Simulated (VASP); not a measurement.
Energy against volume of Co (hcp). These are SCAN meta-GGA, VASP's PBE PAW potentials (set 64) (plane waves; VASP) values and carry that method's errors. Settings: 520 eV cut-off, 17×17×9 Γ-centred mesh, first-order Methfessel-Paxton smearing of 0.10 eV, potentials Co.

Shape and ions are relaxed at each volume.

```
V (Å³/atom)  E (eV/atom)
-----------  -----------
9.769          -17.16960
10.081         -17.19769
10.393         -17.20931
10.705         -17.20691
```

**Question.** Fit these four points and predict the energy of the run at 11.017 Å³/atom.

**Answer.** A cubic in V^(−2/3), the third-order Birch-Murnaghan form, passes through the four points with V0 = 10.49 Å³/atom and B0 = 230 GPa, and gives -17.1926 eV/atom there. The run gave -17.1923 eV/atom, +0.3 meV/atom from the fit; all five points give B0 = 232 GPa.

The compound is Co in the hcp structure. It was relaxed first, which changed the volume by -6 %.
